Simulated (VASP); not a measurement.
Rb2PdSe2 (space group Immm): computed properties

Level of theory: PBEsol GGA, VASP's PBE PAW potentials (set 64) (plane waves; VASP).

For Rb2PdSe2, the space group is Immm (71) and the cell is a = 3.793 Å, b = 7.513 Å, c = 10.058 Å, α = β = γ = 90.00°. The volume per atom is 28.66 Å^3/atom and the band gap (over mesh and band path) is 0.86 eV. The smallest direct gap (over mesh and band path) is 1.37 eV and the band gap with spin-orbit coupling comes out as 0.89 eV. The density is 5.04 g/cm³.

```
CELL_PARAMETERS angstrom
     -1.89652     3.75633     5.02918
      1.89652    -3.75633     5.02918
      1.89652     3.75633    -5.02918
ATOMIC_POSITIONS crystal
  Rb 0.69437 0.19437 0.50000
  Rb 0.30563 0.80563 0.50000
  Pd 0.00000 0.00000 0.00000
  Se 0.21267 0.50000 0.71267
  Se 0.78733 0.50000 0.28733
```

The path is coarsely sampled, so an indirect gap can come out somewhat too large.

The structure comes from a computed database's Rb2PdSe2 entry (Immm); how it stands against other phases isn't given here. It was relaxed first. Symmetry was kept, so distortions that lower it aren't found.
